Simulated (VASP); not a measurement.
Consider the following.

```yaml
crystal:
  lattice:
    - [1.55665, -2.69620, 0.00000]
    - [1.55665, 2.69620, 0.00000]
    - [0.00000, 0.00000, 4.98373]
  atoms:
    - { symbol: Al, position: [0.66667, 0.33333, 0.50002] }
    - { symbol: Al, position: [0.33333, 0.66667, 0.00002] }
    - { symbol: N, position: [0.66667, 0.33333, 0.88198] }
    - { symbol: N, position: [0.33333, 0.66667, 0.38198] }
```

Computed with PBEsol GGA, VASP's PBE PAW potentials (set 64) (plane waves; VASP). Settings: 520 eV cut-off, Gaussian smearing of 0.050 eV, potentials Al N.

Task: Give the energies of bands 3 to 11 at the high-symmetry points, in eV from the valence-band maximum.

Result: 
```json
[
 {"band": "3", "Γ": "-6.05", "M": "-5.50", "K": "-4.88", "A": "-3.36", "L": "-5.65", "H": "-4.88"},
 {"band": "4", "Γ": "-0.88", "M": "-4.20", "K": "-3.82", "A": "-3.36", "L": "-5.65", "H": "-4.88"},
 {"band": "5", "Γ": "-0.88", "M": "-3.38", "K": "-3.82", "A": "-0.56", "L": "-1.48", "H": "-3.92"},
 {"band": "6", "Γ": "-0.22", "M": "-2.11", "K": "-2.49", "A": "-0.56", "L": "-1.48", "H": "-3.92"},
 {"band": "7", "Γ": "-0.22", "M": "-1.81", "K": "-2.41", "A": "-0.56", "L": "-1.38", "H": "-0.80"},
 {"band": "8", "Γ": "0.00", "M": "-0.70", "K": "-2.41", "A": "-0.56", "L": "-1.38", "H": "-0.80"},
 {"band": "9", "Γ": "4.12", "M": "5.67", "K": "4.89", "A": "6.37", "L": "5.17", "H": "7.28"},
 {"band": "10", "Γ": "6.55", "M": "5.67", "K": "8.22", "A": "6.37", "L": "5.17", "H": "7.28"},
 {"band": "11", "Γ": "10.49", "M": "8.07", "K": "9.55", "A": "10.20", "L": "9.12", "H": "7.70"}
]
```

The gap is direct, 4.11 eV, from the valence maximum at Γ to the conduction minimum at Γ.

Measured: gap 6.51 eV (computed value off by -2.40 eV), as given by Martin Feneberg et al., Physical Review B (2010), doi:10.1103/physrevb.82.075208 [zero-point renormalisation of 0.417 eV (from the measured temperature dependence, row gaps:miglio2020:AlN_wz:gap_zpr, arXiv:2011.12765) added back].

The compound is AlN in the wurtzite structure. It was relaxed first.
